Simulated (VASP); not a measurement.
Method: PBE GGA, VASP's PBE PAW potentials (set 64) (plane waves; VASP).

A VASP calculation is set up with these files.

**INCAR**
```
SYSTEM = MnSi
PREC = Accurate
ENCUT = 500
EDIFF = 1E-6
NELM = 100
ALGO = Normal
LREAL = .FALSE.
LASPH = .TRUE.
ISMEAR = 1
SIGMA = 0.1
GGA = PE
LMAXMIX = 4
ISPIN = 2
MAGMOM = 1.1 1.1 1.1 1.1 -0.0 -0.0 -0.0 -0.0
LORBIT = 10
LWAVE = .FALSE.
LCHARG = .FALSE.
IBRION = 2
ISIF = 3
NSW = 40
EDIFFG = -0.02
PSTRESS = 50
```

**POSCAR**
```
MnSi
1
    4.4832857801     0.0000000000     0.0000000000
   -0.0000000000     4.4832857801     0.0000000000
    0.0000000000     0.0000000000     4.4832857801
Mn Si
4 4
Direct
  0.8627690496   0.6372309504   0.3627690496
  0.3627690496   0.8627690496   0.6372309504
  0.1372309504   0.1372309504   0.1372309504
  0.6372309504   0.3627690496   0.8627690496
  0.1545860347   0.3454139653   0.6545860347
  0.6545860347   0.1545860347   0.3454139653
  0.8454139653   0.8454139653   0.8454139653
  0.3454139653   0.6545860347   0.1545860347
```

### KPOINTS
```
Automatic mesh
0
Gamma
7 7 7
0 0 0
```

POTCAR, in this order: Mn_pv Si (PBE.64 set). Program: vasp_std.

The resulting files:

**OUTCAR**
```
 ion  position               nearest neighbor table
   1  0.863  0.637  0.363-   5 2.27   6 2.36   7 2.36   8 2.36   7 2.50   8 2.50   6 2.50   2 2.75
                             4 2.75   3 2.75   3 2.75   2 2.75   4 2.75
   2  0.363  0.863  0.637-   6 2.27   5 2.36   7 2.36   8 2.36   8 2.50   7 2.50   5 2.50   1 2.75
                             3 2.75   4 2.75   3 2.75   1 2.75   4 2.75
   3  0.137  0.137  0.137-   7 2.27   6 2.36   5 2.36   8 2.36   6 2.50   5 2.50   8 2.50   2 2.75
                             4 2.75   1 2.75   2 2.75   1 2.75   4 2.75
   4  0.637  0.363  0.863-   8 2.27   6 2.36   7 2.36   5 2.36   5 2.50   6 2.50   7 2.50   1 2.75
                             1 2.75   2 2.75   2 2.75   3 2.75   3 2.75
   5  0.155  0.345  0.655-   1 2.27   2 2.36   3 2.36   4 2.36   3 2.50   4 2.50   2 2.50   8 2.77
                             6 2.77   8 2.77   7 2.77   7 2.77   6 2.77
   6  0.655  0.155  0.345-   2 2.27   1 2.36   3 2.36   4 2.36   4 2.50   3 2.50   1 2.50   8 2.77
                             7 2.77   5 2.77   8 2.77   7 2.77   5 2.77
   7  0.845  0.845  0.845-   3 2.27   2 2.36   1 2.36   4 2.36   2 2.50   1 2.50   4 2.50   5 2.77
                             6 2.77   8 2.77   6 2.77   5 2.77   8 2.77
   8  0.345  0.655  0.155-   4 2.27   2 2.36   3 2.36   1 2.36   1 2.50   2 2.50   3 2.50   7 2.77
                             5 2.77   5 2.77   6 2.77   6 2.77   7 2.77
  LATTYP: Found a simple cubic cell.
 ALAT       =     4.4832857801
 Subroutine PRICEL returns:
 Original cell was already a primitive cell.
 Subroutine GETGRP returns: Found 12 space group operations
The static configuration has the point symmetry C_3 .
 The point group associated with its full space group is T   .
The dynamic configuration has the point symmetry C_3 .
The overall configuration has the point symmetry C_3 .
 Subroutine INISYM returns: Found 12 space group operations
 Subroutine IBZKPT returns following result:
 Found     24 irreducible k-points:

 Following reciprocal coordinates:
            Coordinates               Weight
  0.000000  0.000000  0.000000      1.000000
  0.142857  0.000000  0.000000      6.000000
  0.285714  0.000000  0.000000      6.000000
  0.428571  0.000000  0.000000      6.000000
  0.142857  0.142857  0.000000     12.000000
  0.285714  0.142857  0.000000     12.000000
 -0.142857  0.285714  0.000000     12.000000
  0.428571  0.142857  0.000000     12.000000
 -0.142857  0.428571  0.000000     12.000000
  0.285714  0.285714  0.000000     12.000000
  0.428571  0.285714  0.000000     12.000000
 -0.285714  0.428571  0.000000     12.000000
  0.428571  0.428571  0.000000     12.000000
  0.142857  0.142857  0.142857      8.000000
  0.285714  0.142857  0.142857     24.000000
  0.428571  0.142857  0.142857     24.000000
  0.285714  0.285714  0.142857     24.000000
  0.428571  0.285714  0.142857     24.000000
 -0.285714  0.428571  0.142857     24.000000
  0.428571  0.428571  0.142857     24.000000
  0.285714  0.285714  0.285714      8.000000
  0.428571  0.285714  0.285714     24.000000
  0.428571  0.428571  0.285714     24.000000
  0.428571  0.428571  0.428571      8.000000
   k-points           NKPTS =     24   k-points in BZ     NKDIM =     24   number of bands    NBANDS=     42
   number of dos      NEDOS =    301   number of ions     NIONS =      8
   total plane-waves  NPLWV =  46656
   dimension x,y,z NGX =    36 NGY =   36 NGZ =   36
   dimension x,y,z NGXF=    72 NGYF=   72 NGZF=   72
   ions per type =               4   4
   PREC   = accura    normal or accurate (medium, high low for compatibility)
   ISTART =      0    job   : 0-new  1-cont  2-samecut
   ICHARG =      2    charge: 1-file 2-atom 10-const
   ISPIN  =      2    spin polarized calculation?
   LNONCOLLINEAR =      F non collinear calculations
   LSORBIT =      F    spin-orbit coupling
   INIWAV =      1    electr: 0-lowe 1-rand  2-diag
   ENCUT  =  500.0 eV  36.75 Ry    6.06 a.u.   8.17  8.17  8.17*2*pi/ulx,y,z
   NELM   =    100;   NELMIN=  2; NELMDL= -5     # of ELM steps
   EDIFF  = 0.1E-05   stopping-criterion for ELM
   LREAL  =      F    real-space projection
   NLSPLINE    = F    spline interpolate recip. space projectors
   LMAXMIX     =    4 max onsite mixed and CHGCAR
...
```

**OSZICAR**
```
       N       E                     dE             d eps       ncg     rms          rms(c)
DAV:   1     0.791349670591E+03    0.79135E+03   -0.35582E+04  4056   0.187E+03
DAV:   2    -0.193452075386E+01   -0.79328E+03   -0.77020E+03  4032   0.554E+02
DAV:   3    -0.682177512145E+02   -0.66283E+02   -0.63773E+02  4754   0.163E+02
DAV:   4    -0.702383456857E+02   -0.20206E+01   -0.19951E+01  4894   0.284E+01
DAV:   5    -0.702787782451E+02   -0.40433E-01   -0.40343E-01  4808   0.441E+00    0.361E+01
DAV:   6    -0.715203283959E+02   -0.12416E+01   -0.21594E+02  5094   0.992E+01    0.294E+01
DAV:   7    -0.614287110480E+02    0.10092E+02   -0.80215E+01  4608   0.624E+01    0.868E+00
DAV:   8    -0.614276224730E+02    0.10886E-02   -0.31884E+00  4302   0.885E+00    0.299E+00
DAV:   9    -0.613896955247E+02    0.37927E-01   -0.31509E-01  5056   0.352E+00    0.136E+00
DAV:  10    -0.613941616410E+02   -0.44661E-02   -0.24990E-02  5150   0.966E-01    0.666E-01
DAV:  11    -0.613933985027E+02    0.76314E-03   -0.10691E-02  5352   0.521E-01    0.347E-01
DAV:  12    -0.613940388746E+02   -0.64037E-03   -0.14263E-03  4576   0.264E-01    0.139E-01
DAV:  13    -0.613940249704E+02    0.13904E-04   -0.14722E-04  5054   0.813E-02    0.743E-02
DAV:  14    -0.613940306188E+02   -0.56484E-05   -0.98651E-06  4024   0.224E-02    0.352E-02
DAV:  15    -0.613940328880E+02   -0.22692E-05   -0.10683E-05  4240   0.196E-02    0.106E-02
DAV:  16    -0.613940320285E+02    0.85949E-06   -0.14808E-06  2250   0.917E-03
   1 F= -.58581816E+02 E0= -.58582148E+02  d E =-.585818E+02  mag=     3.9798
```

OUTCAR:
```
------------------------ aborting loop because EDIFF is reached ----------------------------------------
  FORCE on cell =-STRESS in cart. coord.  units (eV):
  Direction    XX          YY          ZZ          XY          YZ          ZX
  --------------------------------------------------------------------------------------
  Total        2.8171461      2.8171461      2.8171461     -0.0000000     -0.0000000     -0.0000000
  in kB       50.0876536     50.0876536     50.0876536     -0.0000000     -0.0000000     -0.0000000
  external PRESSURE =       0.0876536 kB  Pullay stress =      50.0000000 kB
  volume of cell :       90.11
      direct lattice vectors                 reciprocal lattice vectors
     4.483285780  0.000000000  0.000000000     0.223050693  0.000000000  0.000000000
     0.000000000  4.483285780  0.000000000     0.000000000  0.223050693  0.000000000
     0.000000000  0.000000000  4.483285780     0.000000000  0.000000000  0.223050693
 POSITION                                       TOTAL-FORCE (eV/Angst)
 -----------------------------------------------------------------------------------
      3.86804      2.85689      1.62640         0.000160     -0.000160      0.000160
      1.62640      3.86804      2.85689         0.000160      0.000160     -0.000160
      0.61525      0.61525      0.61525        -0.000160     -0.000160     -0.000160
      2.85689      1.62640      3.86804        -0.000160      0.000160      0.000160
      0.69305      1.54859      2.93470        -0.005520      0.005520     -0.005520
      2.93470      0.69305      1.54859        -0.005520     -0.005520      0.005520
      3.79023      3.79023      3.79023         0.005520      0.005520      0.005520
      1.54859      2.93470      0.69305         0.005520     -0.005520     -0.005520
 -----------------------------------------------------------------------------------
    total drift:                               -0.000001     -0.000001     -0.000000
  FREE ENERGIE OF THE ION-ELECTRON SYSTEM (eV)
  ---------------------------------------------------
  free  energy   TOTEN  =       -61.3940320285 eV

  energy  without entropy=      -61.3950273482  energy(sigma->0) =      -61.39436380
  enthalpy is  TOTEN    =       -58.5818159206 eV   P V=        2.8122161079

 total charge

# of ion       s       p       d       tot
------------------------------------------
    1        0.342   6.405   5.312  12.058
    2        0.342   6.405   5.312  12.058
    3        0.342   6.405   5.312  12.058
    4        0.342   6.405   5.312  12.058
    5        0.744   0.920   0.000   1.664
    6        0.744   0.920   0.000   1.664
    7        0.744   0.920   0.000   1.664
    8        0.744   0.920   0.000   1.664
--------------------------------------------------
tot          4.343  29.300  21.247  54.890

 magnetization (x)

# of ion       s       p       d       tot
------------------------------------------
    1        0.001   0.008   1.039   1.048
    2        0.001   0.008   1.039   1.048
    3        0.001   0.008   1.039   1.048
    4        0.001   0.008   1.039   1.048
    5       -0.013  -0.034   0.000  -0.046
    6       -0.013  -0.034   0.000  -0.046
    7       -0.013  -0.034   0.000  -0.046
    8       -0.013  -0.034   0.000  -0.046
--------------------------------------------------
tot         -0.047  -0.103   4.156   4.005

 reached required accuracy - stopping structural energy minimisation
```
(Selected blocks of OUTCAR.)

The moments were started parallel, and other spin orders were not tried in this run.

The compound is MnSi in the B20 structure. It was relaxed first under an external pressure of 5 GPa.
